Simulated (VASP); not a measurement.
Data:

```xyz
2
Lattice="0.0000 2.5587 2.5587 2.5587 0.0000 2.5587 2.5587 2.5587 0.0000" Properties=species:S:1:pos:R:3 pbc="T T T"
Mg     0.0000     0.0000     0.0000
S      2.5587     2.5587     2.5587
```

Level of theory: LDA (Ceperley-Alder, Perdew-Zunger), VASP's LDA PAW potentials (set 64) (plane waves; VASP). Numerical set-up: 520 eV cut-off, Gaussian smearing of 0.050 eV, potentials Mg S.

Question: What does the run give for the band gap (along the path) with the smallest direct gap where there is one?

Answer: 
| Quantity | Value |
|---|---|
| band gap (along the path) | 2.66 eV |
| smallest direct gap (along the path) | 3.90 eV |

The compound is MgS in the rock salt structure. It was relaxed first.
